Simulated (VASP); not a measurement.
# OGaCl2H in VASP: settings compared, part 2 of 2

VASP 6.6.1. The steps go on from the part before.

## 5. Electron localisation function, PBE

Contents of INCAR:

```
SYSTEM = GaHCl2O
ALGO = Normal
EDIFF = 1E-6
ENCUT = 520
GGA = PE
ISIF = 2
ISMEAR = 0
LASPH = .True.
LCHARG = .True.
LELF = .True.
LREAL = .False.
LWAVE = .False.
NELM = 100
PREC = Accurate
SIGMA = 0.01
```

Contents of KPOINTS:

```
k-points
0
Gamma
  1 1 1
  0 0 0
```

Contents of POSCAR:

```
GaHCl2O
1.0
   12.0000000000      0.0000000000      0.0000000000
    0.0000000000     13.0000000000      0.0000000000
    0.0000000000      0.0000000000     12.0000000000
O Ga Cl H
1 1 2 1
Direct
    0.5184541700      0.5980269200      0.5274125000
    0.5071208300      0.4634807700      0.5116541700
    0.6222458300      0.3680653800      0.5950625000
    0.3799208300      0.3987269200      0.4106041700
    0.4626458300      0.6351653800      0.4864208300
```

Potentials or basis: VASP PAW PBE potentials, release 64 (O, Ga_d, Cl, H).

The run is started by

```console
$ cat potpaw_PBE.64/O/POTCAR potpaw_PBE.64/Ga_d/POTCAR potpaw_PBE.64/Cl/POTCAR potpaw_PBE.64/H/POTCAR > POTCAR
$ mpirun -np 1 vasp_gam > vasp.out
```

OUTCAR:

```text
SYSTEM = GaHCl2O
   EDIFF = 1E-6
   ENCUT = 520
   GGA = PE
   ISIF = 2
   ISMEAR = 0
   LASPH = .True.
   LREAL = .False.
   NELM = 100
   PREC = Accurate

 ion  position               nearest neighbor table
   1  0.518  0.598  0.527-   5 0.96   2 1.76
   2  0.507  0.463  0.512-   1 1.76   3 2.11   4 2.12
   3  0.622  0.368  0.595-   2 2.11
   4  0.380  0.399  0.411-   2 2.12
   5  0.463  0.635  0.486-   1 0.96

  LATTYP: Found a simple tetragonal cell.
[... 202 lines left out ...]
  --------------------------------------------------------------------------------------
  -------------------------------------------------------------------------------------
  Total        0.5190055      0.8047931      0.2755107     -0.1128187     -0.0441520      0.4454076
  in kB        0.4441981      0.6887934      0.2357997     -0.0965575     -0.0377881      0.3812083
  external PRESSURE =       0.4562637 kB  Pullay stress =       0.0000000 kB

 VOLUME and BASIS-vectors are now :
 -----------------------------------------------------------------------------
  energy-cutoff  :      520.00
  volume of cell :     1872.00
      direct lattice vectors                 reciprocal lattice vectors
    12.000000000  0.000000000  0.000000000     0.083333333  0.000000000  0.000000000
     0.000000000 13.000000000  0.000000000     0.000000000  0.076923077  0.000000000
     0.000000000  0.000000000 12.000000000     0.000000000  0.000000000  0.083333333

 POSITION                                       TOTAL-FORCE (eV/Angst)
 -----------------------------------------------------------------------------------
      6.22145      7.77435      6.32895         0.514278      0.051211      0.397153
      6.08545      6.02525      6.13985        -0.031641     -0.229935     -0.035441
      7.46695      4.78485      7.14075         0.077732     -0.048276      0.057973
      4.55905      5.18345      4.92725        -0.109967     -0.070105     -0.088129
      5.55175      8.25715      5.83705        -0.450402      0.297105     -0.331556
 -----------------------------------------------------------------------------------
    total drift:                                0.001011     -0.000248     -0.000715

  FREE ENERGIE OF THE ION-ELECTRON SYSTEM (eV)
  ---------------------------------------------------
  free  energy   TOTEN  =       -20.0124410797 eV

  energy  without entropy=      -20.0124410797  energy(sigma->0) =      -20.01244108
```

OSZICAR:

```text
N       E                     dE             d eps       ncg     rms          rms(c)
DAV:   1     0.316263833990E+03    0.31626E+03   -0.10268E+04    50   0.102E+03
DAV:   2     0.864029946394E+02   -0.22986E+03   -0.22632E+03    76   0.197E+02
DAV:   3    -0.148362943597E+02   -0.10124E+03   -0.10101E+03    63   0.121E+02
[... 17 lines left out ...]
DAV:  21    -0.200124294618E+02   -0.28961E-04   -0.10379E-06    31   0.959E-03    0.670E-04
DAV:  22    -0.200124346364E+02   -0.51746E-05   -0.39083E-07    36   0.633E-03    0.542E-04
DAV:  23    -0.200124388609E+02   -0.42244E-05   -0.26076E-07    31   0.311E-03    0.346E-04
DAV:  24    -0.200124405779E+02   -0.17171E-05   -0.10709E-07    31   0.350E-03    0.344E-04
DAV:  25    -0.200124410797E+02   -0.50183E-06   -0.35748E-08    36   0.142E-03
   1 F= -.20012441E+02 E0= -.20012441E+02  d E =-.376647E-12
```

Run time: 1.7 min. Hardware: 1 thread of Intel Xeon 6975P-C (Granite Rapids), shared host; peak memory 1.2 GiB.

What came out:

* Free energy: -20.0124 eV
* Largest force: 0.652 eV/Å
* Gap between the frontier levels: 5.19 eV

Forces on the atoms (eV/Å):
```
O    0.514  0.051  0.397
Ga  -0.032 -0.230 -0.035
Cl   0.078 -0.048  0.058
Cl  -0.110 -0.070 -0.088
H   -0.450  0.297 -0.332
```

PBE gaps usually lie below the measured ones, often by a third to a half.

## 6. Single point, r2SCAN+D3(BJ)

Contents of INCAR:

```
SYSTEM = GaHCl2O
PREC = Accurate
ENCUT = 520
EDIFF = 1E-7
ISMEAR = 0
SIGMA = 0.01
LREAL = .FALSE.
LASPH = .TRUE.
NELM = 100
ALGO = Normal
ISIF = 2
LWAVE = .FALSE.
LCHARG = .FALSE.
METAGGA = R2SCAN
LMIXTAU = .TRUE.
IVDW = 12
VDW_S6 = 1.0
VDW_S8 = 0.78981345
VDW_A1 = 0.49484001
VDW_A2 = 5.73083694
```

Contents of KPOINTS:

```
regular mesh
0
G
  1 1 1
  0 0 0
```

POSCAR is that of step 5.

Potentials or basis: VASP PAW PBE potentials, release 64 (O, Ga_d, Cl, H).

The run is started by

```console
$ cat potpaw_PBE.64/O/POTCAR potpaw_PBE.64/Ga_d/POTCAR potpaw_PBE.64/Cl/POTCAR potpaw_PBE.64/H/POTCAR > POTCAR
$ mpirun -np 1 vasp_gam > vasp.out
```

Wall time 20 min (1 thread of Intel Xeon 6975P-C (Granite Rapids), shared host); peak memory 1.8 GiB.

Results (log left out):

- Free energy: -38.4490 eV
- Largest force: 0.261 eV/Å
- Gap between the frontier levels: 5.86 eV
- Dispersion energy per atom: -0.006 eV

Forces on the atoms (eV/Å):
```
O    0.188 -0.114  0.142
Ga  -0.024 -0.185 -0.032
Cl  -0.124  0.134 -0.089
Cl   0.120  0.060  0.096
H   -0.160  0.105 -0.117
```

Levels at points of the mesh, in eV from the valence-band top:
```
           k point  band 15  band 16  band 17  band 18  band 19  band 20
(0.00, 0.00, 0.00)    -0.13    -0.02     0.00     5.86     6.82     8.18
```

Caveat: the PAW data sets were made with another functional, which shifts forces and pressure a little.

## 7. For comparison

An earlier run on the cell as given: functional PBE; potentials or basis VASP PAW PBE potentials, release 64 (O, Ga_d, Cl, H); cutoff 520 eV; k mesh 1 × 1 × 1; occupations gaussian, width 0.01 eV; no spin polarisation.

* Largest force: 0.652 eV/Å
* Gap between the frontier levels: 5.19 eV

## 8. Summary

```tsv
task	level	cell	gap on the mesh (eV)	largest force (eV/Å)
single point	PBE	atoms moved at random, drawn with an rms of 0.05 Å	4.93	2.50
relaxation of the atoms	PBE	atoms relaxed from: atoms moved at random, drawn with an rms of 0.02 Å	5.06	-
atomic charges	PBE+TS	as given	5.19	0.65
electron localisation function	PBE	as given	5.19	0.65
single point	r2SCAN+D3(BJ)	as given	5.86	0.26
single point	PBE	as given	5.19	0.65
```

Alike in all rows: potentials or basis VASP PAW PBE potentials, release 64 (O, Ga_d, Cl, H); no spin polarisation; k mesh 1 × 1 × 1; cutoff (eV) 520; smearing gaussian 0.01 eV.

On the cell as given the gap runs from 5.19 eV (PBE+TS) to 5.86 eV (r2SCAN+D3(BJ)).

Caveats: the PAW data sets were made with another functional, which shifts forces and pressure a little (some runs).

Absolute energies hang on the potentials; compare differences alone.
